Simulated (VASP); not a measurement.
Set up this calculation in VASP 6.6.1, as the native input.

```
Task                   : relaxation of cell and atoms
Functional             : PBE
Potentials or basis    : VASP PAW PBE potentials, release 64 (Ta_pv, I)
Cutoff                 : 600 eV
k mesh                 : 4 × 4 × 4
Occupations            : gaussian, width 0.1 eV
Spin                   : no spin polarisation
Dipole correction      : no
Further INCAR settings : ALGO = Normal; EDIFF = 1e-06; IBRION = 2; EDIFFG = -0.04; NSW = 90; ISIF = 3
```

The structure of Ta3I lies in POSCAR:

```
Ta3I
1.0
    5.5922527500      0.0000000000      0.0000000000
    0.0000000000      5.5922527500      0.0000000000
    0.0000000000      0.0000000000      5.5922527500
Ta I
6 2
Direct
    0.2500000000      0.0000000000      0.5000000000
    0.7500000000      0.0000000000      0.5000000000
    0.0000000000      0.5000000000      0.2500000000
    0.0000000000      0.5000000000      0.7500000000
    0.5000000000      0.7500000000      0.0000000000
    0.5000000000      0.2500000000      0.0000000000
    0.0000000000      0.0000000000      0.0000000000
    0.5000000000      0.5000000000      0.5000000000
```

The cell was built by a generator and needn't be a form met in nature.

The cell isn't the ideal one: species swapped into the Ta3Sb type (Pm-3n, No. 223).

One way to write it, as run:

INCAR

```
SYSTEM = Ta3I
  PREC = Accurate
  ENCUT = 600
  EDIFF = 1E-6
  ISMEAR = 0
  SIGMA = 0.1
  LREAL = .FALSE.
  LASPH = .TRUE.
  NELM = 80
  ALGO = Normal
  ISIF = 3
  LWAVE = .FALSE.
  LCHARG = .FALSE.
  GGA = PE
  IBRION = 2
  NSW = 90
  EDIFFG = -0.04
```

KPOINTS

```
regular mesh
0
G
  4 4 4
  0 0 0
```

Potentials or basis: VASP PAW PBE potentials, release 64 (Ta_pv, I).

Launch:

```sh
$ cat potpaw_PBE.64/Ta_pv/POTCAR potpaw_PBE.64/I/POTCAR > POTCAR
$ mpirun -np 1 vasp_std > vasp.out
```

Results of the run:

```json
{
  "Relaxed volume": "19.02 Å³/atom",
  "Relaxed cell": "a = 5.339 Å, b = 5.339 Å, c = 5.339 Å, α = 90.00°, β = 90.00°, γ = 90.00°",
  "Space group after relaxing (to 0.05 Å)": "Pm-3n (No. 223)",
  "Energy gained by relaxing": "162.7 meV/atom",
  "Ionic steps": "4",
  "Pressure after relaxing": "-0.3 GPa",
  "Band gap on the k mesh": "none (metal or under the smearing width)"
}
```

It took 5.1 min on 1 thread of Intel(R) Xeon(R) 6975P-C (Granite Rapids), with other jobs on the host, peak memory 0.38 GiB.
